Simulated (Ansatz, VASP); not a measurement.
## BeRh4W in VASP and in Ansatz

INCAR

```
PREC = Accurate
ENCUT = 600
EDIFF = 1E-7
ISMEAR = 0
SIGMA = 0.1
LREAL = F
LASPH = T
NELM = 100
ALGO = Fast
ISIF = 3
LWAVE = F
LCHARG = F
GGA = PE
IBRION = 2
NSW = 100
EDIFFG = -0.01
```

KPOINTS

```
regular mesh
0
Gamma
  10 10 10
```

The input POSCAR:

```
BeRh4W
1.0
    0.0000000000      3.5411419350      3.5411419350
    3.5411419350      0.0000000000      3.5411419350
    3.5411419350      3.5411419350      0.0000000000
Be Rh W
1 4 1
Direct
    0.0000000000      0.0000000000      0.0000000000
    0.8764575396      0.3745141535      0.3745141535
    0.3745141535      0.3745141535      0.3745141535
    0.3745141535      0.8764575396      0.3745141535
    0.3745141535      0.3745141535      0.8764575396
    0.7500000000      0.7500000000      0.7500000000
```

Input for Ansatz:

```yaml
crystal:
  lattice:
    - [0.0, 3.541141935, 3.541141935]
    - [3.541141935, 0.0, 3.541141935]
    - [3.541141935, 3.541141935, 0.0]
  atoms:
    - { symbol: Be, position: [0.0, 0.0, 0.0] }
    - { symbol: Rh, position: [0.8764575396, 0.3745141535, 0.3745141535] }
    - { symbol: Rh, position: [0.3745141535, 0.3745141535, 0.3745141535] }
    - { symbol: Rh, position: [0.3745141535, 0.8764575396, 0.3745141535] }
    - { symbol: Rh, position: [0.3745141535, 0.3745141535, 0.8764575396] }
    - { symbol: W, position: [0.75, 0.75, 0.75] }
basis:
  ecutwfc: 420
kpoints:
  mp_grid: { grid: [10, 10, 10] }
hamiltonian:
  xc: pbe
scf:
  occupations: { method: gaussian, width: 0.1 }
output:
  forces: true
  stress: true
  eigenvalues: true
relax:
  adjacent_minimum: "off"
  f_tol: 0.01
  max_steps: 80
  cell: { stress_tol: 0.05 }
```

Alike in both runs: task relaxation of cell and atoms; functional PBE; k mesh 10 × 10 × 10; occupations gaussian, width 0.1 eV; no spin polarisation.

|  | VASP | Ansatz |
| --- | --- | --- |
| version | VASP 6.6.1 | Ansatz 0.2.0 |
| potentials or method | VASP PAW PBE potentials, release 64 (Be, Rh_pv, W_sv) | scalar-relativistic, plane waves, PAW |
| plane-wave cutoff (eV) | 600 | 420 |
| valence electrons in the cell | 76 | 84 |

```csv
,VASP,Ansatz,Ansatz less VASP
"gap on the k mesh at the Fermi level, each at its own relaxed structure (eV)",none,none,-
relaxed volume (Å³/atom),14.78,14.78,0.000
relaxed cell length with the largest relative difference (Å),5.006,5.006,0.0000
```

A gap of «none» marks a metal or a gap that the smearing closes. The two sets of potentials don't hold the same shells in valence.

Spin-orbit coupling is left out, which matters for the levels of W.
